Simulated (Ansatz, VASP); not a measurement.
# Cross-check of Hf11Si28O30 (amorphous HfO2 against Si(100), 7.6 A) between VASP and Ansatz

Wanted: the spread between two codes on one cell, functional and k mesh. The cell is taken from a series of runs on this material, whose earlier steps may have relaxed, scaled, displaced or heated it; both programs get it as it stands.

Main program and level: Ansatz 0.2.0; plane waves, with VASP 6.6.1 beside it; PBE.

## (1) The starting structure

The cell holds 138 atoms: 56 Si, 22 Hf and 60 O. Its edges and angles: a = 10.900 Å, b = 10.900 Å, c = 18.112 Å, α = 90.0°, β = 90.0°, γ = 90.0°. It derives from Si (7 planes of diamond Si(100)). A slab of 7 planes of diamond Si(100) (starting lattice constant a = 5.45 A), 10.90 x 10.90 A in plane. 82 atoms (22 Hf, 60 O) packed at random between the slab and its periodic image at 8.5 g/cm^3 (a layer of 8.0 A) and pushed apart as soft spheres. Langevin MD at fixed cell with the MACE-MP-0b2 small potential (Batatia et al., arXiv:2401.00096), steps of 2 fs: 0.84 ps at 3200 K with the crystal held, 3200 to 800 K in 2.4 ps with the crystal held, 800 to 300 K in 1.2 ps with its inner planes held; soft walls kept the melt out of the crystal while it was held. Then all atoms and the cell's height relaxed. The structure's axis is c.

## (2) VASP: single point, PBE

With cell and atoms fixed, the geometry can't cause a difference; cores, projectors, grids and the points listed under the comparison can.

Lines of VASP's logs that name or quote its potential files are left out, and so is its time.

Contents of INCAR:

```
SYSTEM = Hf11Si28O30
PREC = Accurate
ENCUT = 600
EDIFF = 1E-06
NELM = 120
ISMEAR = -1
SIGMA = 0.025
LREAL = Auto
ALGO = Normal
GGA = PE
NBANDS = 498
LASPH = .TRUE.
LORBIT = 11
LWAVE = .FALSE.
LCHARG = .FALSE.
ISIF = 2
GGA_COMPAT = .FALSE.
EFERMI = MIDGAP
```

Contents of POSCAR:

```
Hf11Si28O30
1.0
   10.9000000000      0.0000000000      0.0000000000
    0.0000000000     10.9000000000      0.0000000000
    0.0000000000      0.0000000000     18.1115500000
Si Hf O
56 22 60
Direct
    0.0138300000      0.9990100000      0.2813800000
    0.1234800000      0.1062200000      0.0608500000
    0.0094400000      0.2511700000      0.1291400000
    0.1287700000      0.3829100000      0.2039400000
    0.2634800000      0.0031900000      0.1358600000
    0.3841200000      0.1282600000      0.2105700000
    0.2557200000      0.2572000000      0.2803900000
    0.3895000000      0.3847000000      0.0585500000
    0.1356400000      0.1293900000      0.3559400000
    0.9931700000      0.2517300000      0.4223600000
    0.1073000000      0.3905300000      0.4909700000
    0.2780000000      0.0093400000      0.4250400000
    0.4200500000      0.1157400000      0.5047200000
    0.3842700000      0.3790600000      0.3557600000
    0.0019300000      0.5097600000      0.2761900000
    0.1403100000      0.6287600000      0.0433700000
    0.0196000000      0.7607000000      0.1208500000
    0.1388900000      0.8733900000      0.2056200000
    0.2540300000      0.5056700000      0.1277400000
    0.3844400000      0.6234000000      0.2033900000
    0.2631100000      0.7519200000      0.2797600000
    0.4010900000      0.8897500000      0.0632700000
    0.1291900000      0.6313300000      0.3526700000
    0.0059900000      0.7549600000      0.4329200000
    0.1687300000      0.8699100000      0.4936500000
    0.2546300000      0.5076200000      0.4270000000
    0.3578900000      0.6125800000      0.5307400000
    0.3929000000      0.8731100000      0.3537300000
    0.5139700000      0.9994900000      0.2791100000
    0.5995600000      0.1066000000      0.0518400000
[... 102 atom lines left out ...]
    0.2537500000      0.5401400000      0.5959900000
    0.9177200000      0.8933500000      0.9604100000
    0.7067900000      0.0208300000      0.6900300000
    0.0158500000      0.5082000000      0.5273600000
    0.5007700000      0.4419900000      0.0075300000
    0.4995500000      0.8043500000      0.8649700000
```

Contents of KPOINTS:

```
Automatic mesh
0
Gamma
1 1 1
0 0 0
```

The projector-augmented-wave data sets are Si, Hf_pv and O (PBE family, release 64).

Command:

```sh
$ export OMP_NUM_THREADS=3
$ mpirun -np 1 vasp_gam
```

Numbers of over 12 decimals in the logs are rounded to 6 here.

Output:

```text
[banner, memory and clock lines left out]
running    1 mpi-ranks, on    1 nodes
[...]
Offloading initialized ...    1 GPUs detected
[...]
LDA part: xc-table for (Slater+PW92), standard interpolation
 POSCAR, INCAR and KPOINTS ok, starting setup
[...]
entering main loop
       N       E                     dE             d eps       ncg     rms          rms(c)
DAV:   1     0.713585210945E+04    0.71359E+04   -0.49725E+05  1044   0.177E+03
DAV:   2    -0.451710749415E+03   -0.75876E+04   -0.72455E+04  1182   0.409E+02
DAV:   3    -0.122282683505E+04   -0.77112E+03   -0.76361E+03  1224   0.113E+02
DAV:   4    -0.124341058655E+04   -0.20584E+02   -0.20484E+02  1168   0.200E+01
[...]
DAV:  18    -0.108735344354E+04   -0.74952E-05   -0.19929E-05  1080   0.699E-03    0.122E-02
DAV:  19    -0.108735344541E+04   -0.18709E-05   -0.40899E-06   984   0.362E-03    0.487E-03
DAV:  20    -0.108735344615E+04   -0.74073E-06   -0.16775E-06   760   0.229E-03
   1 F= -.10873534E+04 E0= -.10873534E+04  d E =-.377039E-06
```

OUTCAR, selected parts (step 2):

```text
  FREE ENERGIE OF THE ION-ELECTRON SYSTEM (eV)
  ---------------------------------------------------
  free  energy   TOTEN  =     -1087.3534461493 eV

  energy  without entropy=    -1087.3534457723  energy(sigma->0) =    -1087.35344596

[... 1 further part left out ...]
```

Harder data sets than Hf_pv exist (the GW ones), and pressures, volumes and forces can shift noticeably with them.

## (3) Ansatz: single point, PBE

Ansatz runs on its default PAW (the set named soft_2) files.

The same cell, functional, mesh and smearing now go to Ansatz, which takes its cutoff from its data sets.

Contents of input.yaml:

```yaml
crystal:
  lattice:
    - [10.9, 0.0, 0.0]
    - [0.0, 10.9, 0.0]
    - [0.0, 0.0, 18.11155]
  atoms:
    - { symbol: Si, position: [0.01383, 0.99901, 0.28138] }
    - { symbol: Si, position: [0.12348, 0.10622, 0.06085] }
    - { symbol: Si, position: [0.00944, 0.25117, 0.12914] }
    - { symbol: Si, position: [0.12877, 0.38291, 0.20394] }
    - { symbol: Si, position: [0.26348, 0.00319, 0.13586] }
    - { symbol: Si, position: [0.38412, 0.12826, 0.21057] }
    - { symbol: Si, position: [0.25572, 0.2572, 0.28039] }
    - { symbol: Si, position: [0.3895, 0.3847, 0.05855] }
    - { symbol: Si, position: [0.13564, 0.12939, 0.35594] }
    - { symbol: Si, position: [0.99317, 0.25173, 0.42236] }
    - { symbol: Si, position: [0.1073, 0.39053, 0.49097] }
    - { symbol: Si, position: [0.278, 0.00934, 0.42504] }
    - { symbol: Si, position: [0.42005, 0.11574, 0.50472] }
    - { symbol: Si, position: [0.38427, 0.37906, 0.35576] }
    - { symbol: Si, position: [0.00193, 0.50976, 0.27619] }
    - { symbol: Si, position: [0.14031, 0.62876, 0.04337] }
    - { symbol: Si, position: [0.0196, 0.7607, 0.12085] }
    - { symbol: Si, position: [0.13889, 0.87339, 0.20562] }
    - { symbol: Si, position: [0.25403, 0.50567, 0.12774] }
    - { symbol: Si, position: [0.38444, 0.6234, 0.20339] }
    - { symbol: Si, position: [0.26311, 0.75192, 0.27976] }
    - { symbol: Si, position: [0.40109, 0.88975, 0.06327] }
    - { symbol: Si, position: [0.12919, 0.63133, 0.35267] }
    - { symbol: Si, position: [0.00599, 0.75496, 0.43292] }
    - { symbol: Si, position: [0.16873, 0.86991, 0.49365] }
    - { symbol: Si, position: [0.25463, 0.50762, 0.427] }
    - { symbol: Si, position: [0.35789, 0.61258, 0.53074] }
    - { symbol: Si, position: [0.3929, 0.87311, 0.35373] }
    - { symbol: Si, position: [0.51397, 0.99949, 0.27911] }
    - { symbol: Si, position: [0.59956, 0.1066, 0.05184] }
[... 102 atom lines left out ...]
    - { symbol: O, position: [0.25375, 0.54014, 0.59599] }
    - { symbol: O, position: [0.91772, 0.89335, 0.96041] }
    - { symbol: O, position: [0.70679, 0.02083, 0.69003] }
    - { symbol: O, position: [0.01585, 0.5082, 0.52736] }
    - { symbol: O, position: [0.50077, 0.44199, 0.00753] }
    - { symbol: O, position: [0.49955, 0.80435, 0.86497] }
kpoints:
  mp_grid: { grid: [1, 1, 1] }
hamiltonian:
  xc: pbe
scf:
  occupations: { method: fermi_dirac, width: 0.025 }
output:
  forces: true
  stress: true
  populations: true
  dos:
    method: { smearing: { sigma: 0.08 } }
    de: 0.05
    projected:
      site_lists:
        layer_1: [1, 2, 3, 4, 7, 15, 16, 18, 19, 21, 29, 30, 31, 32, 33, 35, 43, 44, 45, 46, 47, 49, 101, 103]
        layer_2: [0, 5, 6, 8, 13, 14, 17, 20, 22, 27, 28, 34, 36, 41, 42, 48, 50, 55]
        layer_3: [9, 10, 11, 12, 23, 24, 25, 26, 37, 38, 39, 40, 51, 52, 53, 54, 84, 90, 93, 135]
        layer_4: [56, 61, 65, 71, 75, 76, 79, 80, 81, 82, 91, 95, 107, 109, 110, 111, 117, 118, 119, 123, 125, 129, 132, 134]
        layer_5: [57, 59, 60, 64, 67, 69, 70, 72, 73, 83, 85, 86, 87, 89, 97, 102, 104, 105, 106, 108, 112, 114, 116, 121, 122, 124, 126, 128, 137]
        layer_6: [58, 62, 63, 66, 68, 74, 77, 78, 88, 92, 94, 96, 98, 99, 100, 113, 115, 120, 127, 130, 131, 133, 136]
  eigenvalues: true
  write_density: true
  write_potential: true
  volumetric_format: npy
```

Command:

```sh
$ ansatz run input.yaml --threads 4 --pin off --max-ram 15872MiB --backend cpu --events-out ev --progress --plain --runs-dir out
```

Output:

```text
Engine: ansatz 0.2.0, aarch64-unknown-linux-gnu
Pseudopotentials: kind: paw
Pseudopotential: Si, paw, valence charge 4, recommended cutoff 420 eV (normal), Si.paw.azcp
Pseudopotential: Hf, paw, valence charge 26, recommended cutoff 420 eV (normal), Hf.paw.azcp
Pseudopotential: O, paw, valence charge 6, recommended cutoff 420 eV (normal), O.paw.azcp
Functional definition: PBE
  parameter kappa = 0.804
  parameter beta = 0.066725
  exchange = pbe_x(kappa = kappa, mu = beta*pi^2/3)
  correlation = pbe_c(beta = beta)
Crystal: 138 atoms, lattice volume = 2151.833 Å³
Basis set: ecut = 420 eV, 42101 PW (Γ), exchange–correlation on 150×150×250 points (8 copies of the dense FFT grid, shifted against one another)
Bands: 716, of which v1, the nominal top of the filled ones, is band 578 counted from 1 (577 counted from 0)
Symmetry: 1 space group operations
Space group: P1 (ITA 1), of the structure as read, at distance tolerance 1.3e-4 Å
k-points: 1
Non-local potential: Si, projectors of the file, l = 0: 2, l = 1: 2, l = 2: 2
Non-local potential: Hf, projectors of the file, l = 0: 3, l = 1: 2, l = 2: 2, l = 3: 3
Non-local potential: O, projectors of the file, l = 0: 2, l = 1: 2, l = 2: 1
PAW form: soft (Blöchl's): semilocal exchange-correlation on the pseudo side does not see the compensation charge
PAW one-centre angular grid: Si, 110 points (default); XC on 64 Gauss nodes
PAW one-centre angular grid: Hf, 590 points (default); XC on 64 Gauss nodes
PAW one-centre angular grid: O, 110 points (default); XC on 64 Gauss nodes
Initial density: superposition of atomic densities (neutral atoms: chi_scale 0, normalization atom), corrected by the library's trained network
Initial wavefunctions: pseudopotential atomic-orbital guess
Functional: x = pbe(κ = 0.804, μ = 0.219515), c = pbe(β = 0.066725)
SCF iter   1: F=—  HF=-415634.733116 eV  |F-HF|=—  |Δ(HF+E_count)|=         —  Δρ=4.51e-3  dr2=1.35e0  ethr=1.77e-3  ⟨swp⟩=6.0  Hψ=3004  notcnv=0  defer=22
preconditioner: auto → Resta (q_TF=auto, 2.460 Å⁻¹)  ε∞=5.0  [insulator: Δε(μ)=0.862 eV  Ē_g=12.543 eV  σ=0.025 eV  W_gap=1.00  n_scr=538 (ndim 8)  ℏωp=25.1 eV  f_vac=0.050  D(μ)=0.00/eV (n_scr^D=0)  ε∞_Penn≈5.0]
SCF iter   2: F=—  HF=-415634.552048 eV  |F-HF|=—  |Δ(HF+E_count)|=   1.81e-1  Δρ=2.29e-3  dr2=1.95e-1  ethr=1.16e-4  ⟨swp⟩=2.0  Hψ=833  notcnv=0  defer=129
SCF iter   3: F=—  HF=-415634.529534 eV  |F-HF|=—  |Δ(HF+E_count)|=   2.25e-2  Δρ=1.09e-3  dr2=4.22e-2  ethr=1.68e-5  ⟨swp⟩=5.0  Hψ=869  notcnv=0  defer=129
SCF iter   4: F=—  HF=-415634.525862 eV  |F-HF|=—  |Δ(HF+E_count)|=   3.67e-3  Δρ=4.78e-4  dr2=6.11e-3  ethr=3.65e-6  ⟨swp⟩=2.0  Hψ=1258  notcnv=0  defer=129
SCF iter   5: F=—  HF=-415634.526244 eV  |F-HF|=—  |Δ(HF+E_count)|=   3.82e-4  Δρ=1.86e-4  dr2=9.18e-4  ethr=5.28e-7  ⟨swp⟩=2.0  Hψ=1165  notcnv=0  defer=129
SCF iter   6: F=—  HF=-415634.526468 eV  |F-HF|=—  |Δ(HF+E_count)|=   2.24e-4  Δρ=8.66e-5  dr2=2.00e-4  ethr=7.94e-8  ⟨swp⟩=2.0  Hψ=1165  notcnv=0  defer=129
SCF iter   7: F=—  HF=-415634.526688 eV  |F-HF|=—  |Δ(HF+E_count)|=   2.20e-4  Δρ=3.30e-5  dr2=2.98e-5  ethr=1.73e-8  ⟨swp⟩=2.0  Hψ=1165  notcnv=0  defer=129
SCF iter   8: F=—  HF=-415634.522847 eV  |F-HF|=—  |Δ(HF+E_count)|=   3.84e-3  Δρ=2.45e-5  dr2=1.19e-5  ethr=2.58e-9  ⟨swp⟩=2.0  Hψ=1291  notcnv=0  defer=129
SCF iter   9: F=—  HF=-415634.522848 eV  |F-HF|=—  |Δ(HF+E_count)|=   1.41e-6  Δρ=6.71e-6  dr2=1.14e-6  ethr=1.03e-9  ⟨swp⟩=2.0  Hψ=1164  notcnv=0  defer=129
SCF iter  10: F=—  HF=-415634.522849 eV  |F-HF|=—  |Δ(HF+E_count)|=   9.96e-7  Δρ=2.87e-6  dr2=2.08e-7  ethr=9.84e-11  ⟨swp⟩=2.0  Hψ=1165  notcnv=0  defer=129
SCF iter  11: F=—  HF=-415634.522849 eV  |F-HF|=—  |Δ(HF+E_count)|=   1.61e-7  Δρ=2.44e-6  dr2=1.19e-7  ethr=8.65e-12  ⟨swp⟩=15.0  Hψ=6684  notcnv=0
SCF iter  12: F=-415634.522849 eV  HF=-415634.522849 eV  |F-HF|=4.31e-9  |Δ(HF+E_count)|=   5.76e-9  Δρ=5.31e-7  dr2=7.46e-9  ethr=8.65e-12  ⟨swp⟩=8.0  Hψ=5166  notcnv=0
SCF 1 converged in 12 iterations: F = -415634.522849 eV  dr2 = 7.46e-9
  greatest PAW one-centre occupation: 0.999 electrons in one spin orbital (limit 2), on the Hf atom at site 77 (counted from 0), in its partial waves of l = 0
SCF converged after 12 iterations
Free energy (F): -415634.522849 eV
Harris-Foulkes:  -415634.522849 eV  (|F-HF|=4.31e-9)
Internal energy: -415634.522849 eV  (E = F + TS)
E sigma→0 (E₀):  -415634.522849 eV
Entropy (-TS):   -0.000000 eV (-0.000 meV/atom)
Fermi energy:    9.740428 eV
--- Per-component energies (eV) ---
  E_band       = -5366.801653
  E_kinetic    = 22066.993037
  E_local      = -525834.111249  (includes V_loc(G=0)·N_el)
  E_nonlocal   = -23033.796964
  E_hartree    = 253241.731858
  E_xc         = -14109.128219
  E_vxc        = -14110.660813  (∫ρ·V_xc dr)
  E_paw        = -190602.592077  (= ΣΔE_a)
  E_vpaw       = 29061.165518  (= ΣTr[D̂ρ^β])
[...]
--- Löwdin populations: 138 sites ---
  site symbol       q [e]
     0     Si      3.9631
     1     Si      2.9351
     2     Si      4.0569
     3     Si      3.9663
     4     Si      4.1265
     5     Si      3.9586
     6     Si      3.9445
     7     Si      2.9651
     8     Si      3.9407
     9     Si      4.0955
    10     Si      3.0334
    11     Si      4.0498
    12     Si      3.0621
    13     Si      3.9683
    14     Si      3.9535
    15     Si      3.0197
    16     Si      4.1062
    17     Si      3.9587
    18     Si      4.0797
    19     Si      3.9587
    20     Si      3.9583
    21     Si      3.0480
    22     Si      3.9913
    23     Si      4.0994
[...]
130      O      6.7178
   131      O      6.7065
   132      O      6.7025
   133      O      6.6692
   134      O      6.6945
   135      O      6.7184
   136      O      6.7066
   137      O      6.7195
  spilling = 0.005337 (of n_electrons = 1156.000000)
```

## (4) Differences

Known differences besides the potentials themselves: the data sets hold 1156 valence electrons in Ansatz (on its default PAW (the set named soft_2) files) and 804 in VASP; the cutoff is 420 eV in Ansatz and 600 eV in VASP (PREC = Accurate, projectors in real space). Total energies have different zeros and are not compared.

Both answers:

```csv
quantity,Ansatz,VASP,difference
pressure (GPa),0.16,-0.92,+1.07
gap on the k mesh (eV),0.765,0.764,+0.001
```

Forces on 7 of the 138 atoms, those with the largest forces and the largest differences (eV/Å; atoms numbered as in POSCAR):

```csv
atom,"Ansatz x, y, z","VASP x, y, z"
O82,"0.001, -0.001, -0.003","0.014, -0.175, 0.120"
O97,"-0.003, -0.005, -0.005","-0.020, -0.154, -0.158"
O101,"0.006, 0.000, 0.001","0.081, 0.112, -0.169"
O108,"-0.002, 0.001, -0.003","0.034, 0.175, 0.097"
O111,"-0.005, 0.002, -0.005","0.174, 0.030, 0.127"
O121,"-0.004, -0.004, -0.008","0.161, 0.083, -0.133"
O137,"-0.003, 0.000, 0.003","0.166, 0.011, -0.128"
```

The forces differ by 55 meV/Å r.m.s., where the r.m.s. force is 0.004 eV/Å in Ansatz and 0.055 eV/Å in VASP: the atoms lie near their places of rest in Ansatz, so a percentage would say little (all taken over all components). A gap on the mesh is an upper bound, since the band edges may lie between its points; neither run holds spin-orbit coupling, which can move the band edges of a compound of Hf.

## (5) Summary of results

- r.m.s. force difference (single point, PBE): 55 meV/Å
- difference in pressure (single point, PBE): 1.1 GPa

In words: The r.m.s. force difference is 55 meV/Å (single point, PBE), beyond the 12 meV/Å picked in this series as the mark of a large difference. The data sets hold unlike numbers of valence electrons (1156 in Ansatz and 804 in VASP), so part of the differences may come from the potentials. By the marks of this series, far apart in the single point, PBE pair: the r.m.s. force difference, 55 meV/Å and the difference in pressure, 1.1 GPa. What causes the difference of the single point, PBE pair stays open here. Such differences can come from data sets, numerical settings and the points named under the comparisons, not from the functional's error against experiment.

[Lines on the potential files, build, host, timing and source positions are cut from VASP's logs without a mark.]

[Logs are printed without paths, hosts, clocks, repeated set-up lines and the standing remarks that a program may print on its own settings, such as how far it seeks lower states.]

[Hosts, paths, dates, database ids (printed as entryN), source tags and the programs' standing remarks are cut or masked in the printed files.]
